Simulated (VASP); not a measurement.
Computed with PBE GGA, VASP's PBE PAW potentials (set 64) (plane waves; VASP 6.6.1).

Input for VASP

INCAR:
```
SYSTEM = SnC62
PREC = Normal
ENCUT = 400
EDIFF = 1E-6
NELM = 100
ALGO = Fast
LREAL = Auto
LASPH = .TRUE.
ISMEAR = 0
SIGMA = 0.05
GGA = PE
LMAXMIX = 4
LWAVE = .TRUE.
LCHARG = .FALSE.
NELMIN = 4
ISYM = 0
ISPIN = 2
NUPDOWN = 2
MAGMOM = 63*0.0317
LORBIT = 11
LHYPERFINE = .TRUE.
```

### POSCAR
```
SnC62
1.0
  7.1465551589   0.0000000000   0.0000000000
  0.0000000000   7.1465551589   0.0000000000
  0.0000000000   0.0000000000   7.1465551589
C Sn
62 1
direct
  0.4985124000   0.9996008173   0.0001571293
  0.6207309117   0.1274256510   0.1279915525
  0.7471275408   0.2526329658   0.0037889545
  0.8723432509   0.3790271596   0.1279886894
  0.7471198701   0.0032144995   0.2532115330
  0.8723501852   0.1274117861   0.3795820897
  0.9983436520   0.0014060501   0.0019837177
  0.1211526915   0.1265305445   0.1270715587
  0.2452428753   0.2496451036   0.9990482636
  0.3680268729   0.3739114477   0.1212578283
  0.4992234675   0.5005132937   0.0000317539
  0.6258473095   0.6317176396   0.1212608424
  0.7500926762   0.7544978388   0.9990423904
  0.8732269313   0.8785987790   0.1270853282
  0.2452401173   0.9984879851   0.2502397487
  0.3680409628   0.1207045917   0.3744819525
  0.4796668108   0.2380144993   0.2385911847
  0.7617342841   0.5200903582   0.2385884869
  0.8790556164   0.6317216943   0.3744861432
  0.4992313544   0.9994604955   0.5011031722
  0.6258465748   0.1206755325   0.6322975138
  0.7617435223   0.2379844957   0.5206380926
  0.8790569940   0.3739081497   0.6322803956
  0.7501005458   0.9984825150   0.7550820501
  0.8732415196   0.1265107338   0.8791708219
  0.0001552186   0.5012455455   0.0001599635
  0.1217608476   0.6268583256   0.1225603512
  0.2497934562   0.7499546750   0.9984246264
  0.3729002248   0.8779921775   0.1225563040
  0.9965468162   0.2526421478   0.2531976390
  0.1226162858   0.3760152488   0.3765527056
  0.2438711447   0.5025973834   0.2453405688
  0.3612513843   0.6384963170   0.3568887007
  0.4971551292   0.7558933958   0.2453491765
  0.6237544054   0.8771561245   0.3765618896
  0.0001427263   0.9996090035   0.5018009185
  0.1217553980   0.1220091752   0.6274090087
  0.2438679666   0.2447936615   0.5031635457
  0.3612525548   0.3563181759   0.6390712910
  0.6434462012   0.6385178648   0.6390774521
  0.7549686861   0.7558982126   0.5031752464
  0.8777471479   0.8780061375   0.6274157736
  0.2498062658   0.9978698385   0.7505119817
  0.3729149324   0.1220081373   0.8785492117
  0.4971655679   0.2447802676   0.7564433661
  0.6237733441   0.3759971983   0.8777098511
  0.7549715385   0.5025881914   0.7564422079
  0.8777517524   0.6268472949   0.8785469237
  0.0012744997   0.7545115632   0.2502362592
  0.1228359952   0.8769203366   0.3759075591
  0.0002908089   0.5005251443   0.5010904854
  0.1264714935   0.6238081954   0.6243817814
  0.2506492222   0.7491016556   0.4979934974
  0.3759427032   0.8732871006   0.6243799606
  0.0012632246   0.2496493943   0.7550778740
  0.1228371116   0.3753182704   0.8774906203
  0.2506653105   0.4974124747   0.7496746287
  0.3759326890   0.6238115288   0.8738761020
  0.5023205096   0.7490962866   0.7496775890
  0.6244365065   0.8769056357   0.8774844092
  0.0019053264   0.7499609546   0.7505128890
  0.1247180740   0.8750519118   0.8756096920
  0.5614775933   0.4382534203   0.4388337555
```

### KPOINTS
```
Automatic mesh
0
Gamma
1 1 1
0 0 0
```

POTCAR, in this order: C Sn (PBE.64 set). Program: vasp_gam. Read from the step before: WAVECAR.

The run wrote:

### OUTCAR
```
 ion  position               nearest neighbor table
   1  0.499  1.000  0.000-  44 1.53  29 1.53  60 1.53   2 1.56
   2  0.621  0.127  0.128-  17 1.51   3 1.55   5 1.55   1 1.56
   3  0.747  0.253  0.004-  46 1.54   2 1.55   4 1.55  25 1.55
   4  0.872  0.379  0.128-  18 1.51  30 1.55   3 1.55  26 1.56
   5  0.747  0.003  0.253-  35 1.54   6 1.55   2 1.55  14 1.55
   6  0.872  0.127  0.380-  22 1.51   5 1.55  30 1.55  36 1.56
   7  0.998  0.001  0.002-  25 1.54   8 1.54  14 1.54  62 1.56
   8  0.121  0.127  0.127-   7 1.54   9 1.55  15 1.55  30 1.55
   9  0.245  0.250  0.999-  10 1.52  56 1.53   8 1.55  44 1.55
  10  0.368  0.374  0.121-  17 1.51   9 1.52  32 1.56  11 1.56  63 2.70
  11  0.499  0.501  0.000-  46 1.53  58 1.54  10 1.56  12 1.56
  12  0.626  0.632  0.121-  18 1.51  13 1.52  34 1.56  11 1.56  63 2.70
  13  0.750  0.754  0.999-  12 1.52  60 1.53  14 1.55  48 1.55
  14  0.873  0.879  0.127-   7 1.54  13 1.55  49 1.55   5 1.55
  15  0.245  0.998  0.250-  16 1.52  50 1.53   8 1.55  29 1.55
  16  0.368  0.121  0.374-  17 1.51  15 1.52  38 1.56  20 1.56  63 2.70
  17  0.480  0.238  0.239-   2 1.51  16 1.51  10 1.51  63 2.11
  18  0.762  0.520  0.239-   4 1.51  12 1.51  19 1.51  63 2.11
  19  0.879  0.632  0.374-  18 1.51  49 1.52  41 1.56  51 1.56  63 2.70
  20  0.499  0.999  0.501-  35 1.53  54 1.54  21 1.56  16 1.56
  21  0.626  0.121  0.632-  22 1.51  24 1.52  45 1.56  20 1.56  63 2.70
  22  0.762  0.238  0.521-   6 1.51  21 1.51  23 1.51  63 2.11
  23  0.879  0.374  0.632-  22 1.51  55 1.52  47 1.56  51 1.56  63 2.70
  24  0.750  0.998  0.755-  21 1.52  60 1.53  25 1.55  42 1.55
  25  0.873  0.127  0.879-   7 1.54  55 1.55  24 1.55   3 1.55
  26  0.000  0.501  0.000-  48 1.53  27 1.53  56 1.53   4 1.56
  27  0.122  0.627  0.123-  32 1.52  26 1.53  28 1.55  49 1.55
  28  0.250  0.750  0.998-  62 1.54  27 1.55  29 1.55  58 1.55
  29  0.373  0.878  0.123-  34 1.52   1 1.53  28 1.55  15 1.55
  30  0.997  0.253  0.253-  31 1.54   4 1.55   6 1.55   8 1.55
  31  0.123  0.376  0.377-  51 1.53  30 1.54  32 1.56  38 1.56
  32  0.244  0.503  0.245-  33 1.51  27 1.52  10 1.56  31 1.56  63 2.70
  33  0.361  0.638  0.357-  53 1.51  32 1.51  34 1.51  63 2.11
  34  0.497  0.756  0.245-  33 1.51  29 1.52  12 1.56  35 1.56  63 2.70
  35  0.624  0.877  0.377-  20 1.53   5 1.54  34 1.56  41 1.56
  36  0.000  1.000  0.502-  42 1.53  37 1.53  50 1.53   6 1.56
  37  0.122  0.122  0.627-  38 1.52  36 1.53  43 1.55  55 1.55
  38  0.244  0.245  0.503-  39 1.51  37 1.52  16 1.56  31 1.56  63 2.70
  39  0.361  0.356  0.639-  57 1.51  38 1.51  45 1.51  63 2.11
...
```

File OSZICAR:
```
       N       E                     dE             d eps       ncg     rms          rms(c)
DAV:   1    -0.552576516727E+03   -0.55258E+03   -0.37764E-06   608   0.439E-03    0.117E-03
RMM:   2    -0.552576516712E+03    0.15672E-07   -0.37962E-07   381   0.161E-03    0.653E-04
RMM:   3    -0.552576516713E+03   -0.13933E-08   -0.10869E-07   381   0.802E-04    0.289E-04
RMM:   4    -0.552576516714E+03   -0.98407E-09   -0.52692E-09   166   0.468E-04
   1 F= -.55257652E+03 E0= -.55257652E+03  d E =-.617647E-11  mag=     2.0000
```

File OUTCAR:
```
------------------------ aborting loop because EDIFF is reached ----------------------------------------
  FORCE on cell =-STRESS in cart. coord.  units (eV):
  Direction    XX          YY          ZZ          XY          YZ          ZX
  --------------------------------------------------------------------------------------
  Total       24.6464485     24.6411069     24.6416297     12.9747357    -12.9852766     12.9781091
  in kB      108.1869008    108.1634536    108.1657482     56.9532947    -56.9995644     56.9681025
  external PRESSURE =     108.1720342 kB  Pullay stress =       0.0000000 kB
  volume of cell :      365.00
      direct lattice vectors                 reciprocal lattice vectors
     7.146555159  0.000000000  0.000000000     0.139927556  0.000000000  0.000000000
     0.000000000  7.146555159  0.000000000     0.000000000  0.139927556  0.000000000
     0.000000000  0.000000000  7.146555159     0.000000000  0.000000000  0.139927556
 POSITION                                       TOTAL-FORCE (eV/Angst)
 -----------------------------------------------------------------------------------
      3.56265      7.14370      0.00112         0.004725      0.001946      0.003097
      4.43609      0.91065      0.91470        -0.002329     -0.006311     -0.006519
      5.33939      1.80546      0.02708        -0.002719      0.002494     -0.001009
      6.23425      2.70874      0.91468         0.003610      0.003044     -0.006769
      5.33933      0.02297      1.80959        -0.001986      0.000553      0.000651
      6.23430      0.91056      2.71270         0.002870     -0.002847      0.001748
      7.13472      0.01005      0.01418        -0.003343      0.003564      0.004047
      0.86582      0.90426      0.90812        -0.000359     -0.002628      0.005371
      1.75264      1.78410      7.13975         0.000147      0.003381      0.001189
      2.63012      2.67218      0.86658        -0.001012     -0.004841     -0.002002
      3.56773      3.57695      0.00023         0.001835      0.001276     -0.006087
      4.47265      4.51460      0.86660         0.000470      0.001942     -0.000893
      5.36058      5.39206      7.13971         0.000369      0.000870      0.002719
      6.24056      6.27895      0.90822         0.000793      0.001415      0.001390
      1.75262      7.13575      1.78835         0.001527      0.002281     -0.002667
      2.63023      0.86262      2.67626        -0.006175     -0.004907     -0.002233
      3.42797      1.70098      1.70511        -0.002809     -0.000897     -0.002843
      5.44378      3.71685      1.70509         0.003566      0.000782      0.001156
      6.28222      4.51463      2.67629         0.002380      0.004744     -0.003142
      3.56778      7.14270      3.58116         0.002496     -0.005595     -0.003765
      4.47265      0.86241      4.51875         0.003023      0.000480     -0.000140
      5.44384      1.70077      3.72077        -0.000160      0.003969      0.006789
      6.28223      2.67216      4.51863         0.001912     -0.005257      0.001186
      5.36063      7.13571      5.39624        -0.002461      0.001192      0.000924
      6.24067      0.90412      6.28304        -0.001974      0.001784      0.000843
      0.00111      3.58218      0.00114        -0.002268     -0.002571      0.003500
      0.87017      4.47988      0.87588        -0.005015      0.001429      0.002281
      1.78516      5.35959      7.13530         0.000681      0.000085      0.004869
      2.66495      6.27462      0.87586        -0.003320      0.004981      0.003097
      7.12188      1.80552      1.80949        -0.000225      0.002181      0.002495
      0.87628      2.68721      2.69105         0.001395     -0.002258      0.002672
      1.74284      3.59184      1.75334         0.005608     -0.002710     -0.001002
      2.58170      4.56305      2.55052        -0.002555      0.003153      0.008308
      3.55295      5.40203      1.75340         0.005995     -0.007105     -0.001894
      4.45770      6.26864      2.69112        -0.001412     -0.004293      0.003397
      0.00102      7.14376      3.58615         0.001498      0.000730     -0.002633
      0.87013      0.87195      4.48381        -0.001533      0.000524      0.001519
      1.74282      1.74943      3.59589         0.005690     -0.000775     -0.006009
      2.58171      2.54645      4.56716        -0.000586      0.005406      0.001830
      4.59842      4.56320      4.56720        -0.012581     -0.003443      0.001321
      5.39543      5.40207      3.59597         0.001165     -0.007080     -0.008315
      6.27287      6.27472      4.48386         0.002211      0.001927      0.001508
      1.78525      7.13133      5.36358         0.000615      0.005142     -0.000199
      2.66506      0.87194      6.27860        -0.002822     -0.001233      0.003652
      3.55302      1.74934      5.40596         0.008109     -0.000394     -0.004608
      4.45783      2.68708      6.27260        -0.003144     -0.001561     -0.001332
      5.39545      3.59177      5.40596         0.003074     -0.003337     -0.005927
      6.27290      4.47980      6.27858         0.002439      0.001402      0.004039
      0.00911      5.39216      1.78833        -0.002936      0.000822     -0.000415
      0.87785      6.26696      2.68644        -0.000470      0.000292     -0.008602
      0.00208      3.57703      3.58107         0.006464     -0.001146     -0.000144
      0.90384      4.45808      4.46218        -0.000723      0.010302      0.009149
      1.79128      5.35350      3.55894         0.005664     -0.005672      0.001874
      2.68670      6.24099      4.46217        -0.010024     -0.000399      0.008480
      0.00903      1.78413      5.39621        -0.001631      0.003884      0.000916
      0.87786      2.68223      6.27104        -0.001292     -0.005535     -0.001884
      1.79139      3.55479      5.35759         0.001929      0.003730     -0.004921
      2.68662      4.45810      6.24520        -0.007763      0.007560     -0.003256
      3.58986      5.35346      5.35761         0.001292     -0.005220     -0.005970
      4.46257      6.26685      6.27099         0.003516      0.004090      0.000910
      0.01362      5.35964      5.36358        -0.008593     -0.001603     -0.000297
      0.89130      6.25361      6.25759        -0.000438     -0.000271     -0.004356
      4.01263      3.13200      3.13615         0.007589     -0.003469      0.002910
 -----------------------------------------------------------------------------------
    total drift:                               -0.002956     -0.015893      0.018274
  FREE ENERGIE OF THE ION-ELECTRON SYSTEM (eV)
  ---------------------------------------------------
  free  energy   TOTEN  =      -552.5765167140 eV

  energy  without entropy=     -552.5765167140  energy(sigma->0) =     -552.57651671

 total charge

# of ion       s       p       d       tot
------------------------------------------
    1        0.836   1.775   0.000   2.611
    2        0.826   1.755   0.000   2.580
    3        0.825   1.754   0.000   2.579
    4        0.826   1.755   0.000   2.580
    5        0.825   1.754   0.000   2.579
    6        0.826   1.755   0.000   2.580
    7        0.828   1.762   0.000   2.589
    8        0.826   1.758   0.000   2.585
    9        0.831   1.775   0.000   2.606
   10        0.828   1.769   0.000   2.597
   11        0.824   1.754   0.000   2.578
   12        0.828   1.769   0.000   2.597
   13        0.831   1.775   0.000   2.606
   14        0.826   1.758   0.000   2.584
   15        0.831   1.774   0.000   2.606
   16        0.828   1.769   0.000   2.597
   17        0.838   1.804   0.000   2.642
   18        0.838   1.803   0.000   2.642
   19        0.828   1.769   0.000   2.597
   20        0.824   1.754   0.000   2.578
   21        0.828   1.769   0.000   2.597
...
```
(Selected blocks of OUTCAR.)

At this cut-off the stress carries a Pulay error, which pulls relaxed volumes low.  The supercell is sampled at Γ alone, which is coarse: total energies, pressure and levels can be off, energies of defects by several tenths of an eV.

The cell is a supercell with a defect, built from C (diamond): Sn_C-vac_C.
